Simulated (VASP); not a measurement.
Calculation: PBE GGA with spin-orbit coupling, VASP's PBE PAW potentials (set 64) (plane waves; VASP).

A VASP calculation is set up with these files.

KPOINTS:
```
Automatic mesh
0
Gamma
7 7 2
0 0 0
```

INCAR:
```
ALGO  =  Normal
EDIFF  =  1E-6
ENCUT  =  300
GGA  =  PE
GGA_COMPAT  =  F
ISIF  =  2
ISMEAR  =  -1
LASPH  =  T
LCHARG  =  F
LMAXMIX  =  6
LNONCOLLINEAR  =  T
LORBIT  =  11
LREAL  =  F
LSORBIT  =  T
LWAVE  =  F
MAGMOM  =  0.0 0.0 0.0 0.0 0.0 0.0 0.0 0.0 0.0 0.0 0.0 0.0
NELM  =  100
PREC  =  Accurate
SIGMA  =  0.1
SYSTEM  =  La
```

File POSCAR:
```
La
1
    1.8850000000    -3.2649160000     0.0000000000
    1.8850000000     3.2649160000     0.0000000000
    0.0000000000     0.0000000000    12.1600000000
La
4
Direct
  0.0000000000   0.0000000000   0.5000000000
  0.0000000000   0.0000000000   0.0000000000
  0.3333330000   0.6666670000   0.2500000000
  0.6666670000   0.3333330000   0.7500000000
```

POTCAR, in this order: La (PBE.64 set). Program: vasp_ncl.

Task: Predict the energy per atom (σ→0), band gap (on the k-mesh).

Result: 
```yaml
energy per atom (σ→0): -5187 meV/atom
band gap (on the k-mesh): none (metal, semimetal or under 0.01 eV)
```

OSZICAR:
```
...
DAV:  14    -0.208447727577E+02   -0.53088E-04   -0.52096E-04  2176   0.624E-02    0.513E-03
DAV:  15    -0.208447938655E+02   -0.21108E-04   -0.21546E-04  1992   0.365E-02    0.340E-03
DAV:  16    -0.208448059350E+02   -0.12070E-04   -0.10029E-04  2000   0.270E-02    0.965E-04
DAV:  17    -0.208448097330E+02   -0.37980E-05   -0.48335E-05  1616   0.185E-02    0.469E-04
DAV:  18    -0.208448123314E+02   -0.25984E-05   -0.26031E-05  1520   0.122E-02    0.410E-04
DAV:  19    -0.208448140225E+02   -0.16911E-05   -0.15096E-05  1456   0.982E-03    0.123E-04
DAV:  20    -0.208448149533E+02   -0.93079E-06   -0.94846E-06  1408   0.789E-03
   1 F= -.20844815E+02 E0= -.20748250E+02  d E =-.193129E+00  mag=     0.0000    -0.0000    -0.0000
```

The structure is a typed La crystal (P6_3/mmc). The cell was not relaxed at this level. The run is one of a series of settings (GGA_COMPAT = .FALSE., LNONCOLLINEAR = .TRUE., LSORBIT = .TRUE., MAGMOM = 0.0 0.0 0.0 0.0 0.0 0.0 0.0 0.0 0.0 0.0 0.0 0.0, program vasp_ncl against the base run), some of them coarse on purpose.
